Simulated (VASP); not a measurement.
Given:

```
CELL_PARAMETERS angstrom
      0.00000     2.79000     2.79000
      2.79000     0.00000     2.79000
      2.79000     2.79000     0.00000
ATOMIC_POSITIONS crystal
  Ca 0.00000 0.00000 0.00000
```

The numbers are results of AM05 GGA, VASP's PBE PAW potentials (set 64) (plane waves; VASP), not measurements. Numerical set-up: 520 eV cut-off, 10×10×10 Γ-centred mesh, first-order Methfessel-Paxton smearing of 0.10 eV, potentials Ca_sv.

Energy and stress use the plane-wave basis of the starting cell.

Q: The ions, cell shape and volume are relaxed. Predict the relaxed structure.

A: 
```
CELL_PARAMETERS angstrom
      0.00000     2.74585     2.74585
      2.74585     0.00000     2.74585
      2.74585     2.74585     0.00000
ATOMIC_POSITIONS crystal
  Ca 0.00000 0.00000 0.00000
```
Space group Fm-3m (225), at a tolerance of 0.03 Å.

Q: How do energy and volume change from the first to the last step?

A: The energy (σ→0) changes by -5.3 meV/atom and the volume by -4.7 %, in 3 ionic steps.

| step | E(σ→0) (eV) | max force (eV/Å) | pressure (GPa) | volume (Å³) |
|---|---|---|---|---|
| 1 | -2.0027 | 0.000 | -0.82 | 43.44 |
| 2 | -2.0074 | 0.000 | -0.29 | 42.06 |
| 3 | -2.0079 | 0.000 | -0.01 | 41.41 |

The compound is Ca in the fcc structure. This run relaxes it. Symmetry was kept, so distortions that lower it aren't found.
